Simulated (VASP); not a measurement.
Input:

```
Ag2O
1.0
    4.79254     0.00000     0.00000
    0.00000     4.79254     0.00000
    0.00000     0.00000     4.79254
Ag O
4 2
Direct
  0.75000   0.25000   0.75000
  0.25000   0.75000   0.75000
  0.75000   0.75000   0.25000
  0.25000   0.25000   0.25000
  0.00000   0.00000   0.00000
  0.50000   0.50000   0.50000
```

Computed with PBE GGA with D3 dispersion (zero damping), VASP's PBE PAW potentials (set 64) (plane waves; VASP 6.6.1). Settings: 520 eV cut-off, 7×7×7 Γ-centred mesh, tetrahedra with Blöchl corrections, potentials Ag O.

The cores are frozen, which limits the accuracy of field gradients.

**Question.** Give the principal components of the electric field gradient (V/Å²) and the asymmetry η at each nucleus.

**Answer.** 
```tsv
atom	Vxx	Vyy	Vzz	η
Ag1	82.3	82.3	-164.6	0.00
Ag2	82.3	82.3	-164.6	0.00
Ag3	82.3	82.3	-164.6	0.00
Ag4	82.3	82.3	-164.6	0.00
O5	0.0	0.0	0.0	-
O6	0.0	0.0	0.0	-
```

The compound is Ag2O in the cuprite structure. It was relaxed first.
